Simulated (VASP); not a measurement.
VASP, PAW. Cohesive energy of AlAs (zinc blende) (static; atoms at Hund's-rule spin).

```
level   cohesive energy (eV/atom)
------  -------------------------
PBEsol                       4.04
LDA                          4.52
```

Problem. Estimate the cohesive energy from PBE-D3(BJ), PBE, RPBE.

Solution. 
* **PBE-D3(BJ)**: 4.00 eV/atom
* **PBE**: 3.69 eV/atom
* **RPBE**: 3.34 eV/atom

Only levels that ran to the end are used. Left out are those held back, those with too coarse a band path, GW runs whose mesh misses a band edge, hybrids' fits of cells that aren't cubic and levels without matching references; a question may draw on a part of the rest.
